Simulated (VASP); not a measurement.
```
AlNi
1.0
    2.86177     0.00000     0.00000
    0.00000     2.86177     0.00000
    0.00000     0.00000     2.86177
Al Ni
1 1
Direct
  0.50000   0.50000   0.50000
  0.00000   0.00000   0.00000
```

These are r2SCAN meta-GGA, VASP's PBE PAW potentials (set 64) (plane waves; VASP) values and carry that method's errors. Run with 480 eV cut-off, 12×12×12 Γ-centred mesh, first-order Methfessel-Paxton smearing of 0.10 eV, potentials Al Ni.

Each row applies one change to this cell, which was relaxed at other settings and keeps the small stress of the first row; at a fixed cut-off the stress holds a Pulay part, so it need not integrate to ΔE exactly. Stress is in GPa, positive when the cell is compressed.

```json
[
 {"change": "none", "ΔE (meV/atom)": "0.0", "σxx": "0.13", "σyy": "0.13", "σzz": "0.13", "largest shear component, with its sign (GPa)": "0.00", "largest force (eV/Å)": "0.000"},
 {"change": "biaxial strain of +0.5 % in the xy plane", "ΔE (meV/atom)": "0.6", "σxx": "-1.73", "σyy": "-1.73", "σzz": "-1.43", "largest shear component, with its sign (GPa)": "0.00", "largest force (eV/Å)": "0.000"},
 {"change": "uniaxial strain of -1.5 % along z", "ΔE (meV/atom)": "1.9", "σxx": "2.63", "σyy": "2.63", "σzz": "3.34", "largest shear component, with its sign (GPa)": "0.00", "largest force (eV/Å)": "0.000"},
 {"change": "isotropic strain of -1.5 %", "ΔE (meV/atom)": "___", "σxx": "___", "σyy": "___", "σzz": "___", "largest shear component, with its sign (GPa)": "___", "largest force (eV/Å)": "___"},
 {"change": "biaxial strain of +1.5 % in the xz plane", "ΔE (meV/atom)": "5.8", "σxx": "-5.05", "σyy": "-4.40", "σzz": "-5.05", "largest shear component, with its sign (GPa)": "0.00", "largest force (eV/Å)": "0.000"},
 {"change": "isotropic strain of -0.5 %", "ΔE (meV/atom)": "1.6", "σxx": "2.84", "σyy": "2.84", "σzz": "2.84", "largest shear component, with its sign (GPa)": "0.00", "largest force (eV/Å)": "0.000"},
 {"change": "biaxial strain of +1.0 % in the xy plane", "ΔE (meV/atom)": "___", "σxx": "___", "σyy": "___", "σzz": "___", "largest shear component, with its sign (GPa)": "___", "largest force (eV/Å)": "___"}
]
```

Problem. Fill in the missing entries.

Solution. 
- isotropic strain of -1.5 %, ΔE (meV/atom): 14.1
- isotropic strain of -1.5 %, σxx: 8.90
- isotropic strain of -1.5 %, σyy: 8.90
- isotropic strain of -1.5 %, σzz: 8.90
- isotropic strain of -1.5 %, largest shear component, with its sign (GPa): 0.00
- isotropic strain of -1.5 %, largest force (eV/Å): 0.000
- biaxial strain of +1.0 % in the xy plane, ΔE (meV/atom): 2.6
- biaxial strain of +1.0 % in the xy plane, σxx: -3.44
- biaxial strain of +1.0 % in the xy plane, σyy: -3.44
- biaxial strain of +1.0 % in the xy plane, σzz: -2.94
- biaxial strain of +1.0 % in the xy plane, largest shear component, with its sign (GPa): 0.00
- biaxial strain of +1.0 % in the xy plane, largest force (eV/Å): 0.000

Failed runs are left out, and for metals the shear rows, which the mesh's noise covers.

The compound is NiAl in the CsCl type structure. The run is not spin-polarised, so no magnetic state was tried. The electron count is odd and the run is not spin-polarised, which forces a metal.
